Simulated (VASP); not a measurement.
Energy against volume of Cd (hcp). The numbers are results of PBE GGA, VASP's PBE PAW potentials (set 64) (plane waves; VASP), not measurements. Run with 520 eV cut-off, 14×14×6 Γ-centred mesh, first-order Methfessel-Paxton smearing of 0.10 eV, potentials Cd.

Shape and ions are relaxed at each volume.

| V (Å³/atom) | E (eV/atom) |
|---|---|
| 22.510 | -0.73797 |
| 23.207 | -0.74146 |
| 23.903 | -0.73984 |
| 24.599 | -0.73394 |

Problem. Fit these four points and predict the energy of the run at 21.814 Å³/atom.

Solution. A cubic in V^(−2/3), the third-order Birch-Murnaghan form, passes through the four points with V0 = 23.32 Å³/atom and B0 = 38 GPa, and gives -0.7284 eV/atom there. The run gave -0.7281 eV/atom, +0.3 meV/atom from the fit; all five points give B0 = 39 GPa.

The compound is Cd in the hcp structure. It was relaxed first, which changed the volume by +8 %.
